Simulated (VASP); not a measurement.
A cell of Al (fcc) near equilibrium:

```yaml
crystal:
  lattice:
    - [0.00000, 2.00578, 2.00578]
    - [2.00578, 0.00000, 2.00578]
    - [2.00578, 2.00578, 0.00000]
  atoms:
    - { symbol: Al, position: [0.00000, 0.00000, 0.00000] }
```

All values below come from PBEsol GGA, VASP's PBE PAW potentials (set 64) (plane waves; VASP).

| run | ΔE (meV/atom) | σxx | σyy | σzz | largest shear component, with its sign (GPa) | largest force (eV/Å) |
|---|---|---|---|---|---|---|
| as it is | 0.0 | 0.03 | 0.03 | 0.03 | 0.00 | 0.000 |
| after one change | 8.3 | 4.28 | 4.28 | 2.54 | 0.00 | 0.000 |
Stress is in GPa, positive when the cell is compressed.

Task: Name the change that produced these shifts.
A. uniaxial strain of +4.0 % along x
B. biaxial strain of -1.5 % in the xz plane
C. biaxial strain of -2.0 % in the xy plane
D. biaxial strain of -1.5 % in the yz plane

Result: C, biaxial strain of -2.0 % in the xy plane

The compound is Al in the fcc structure.
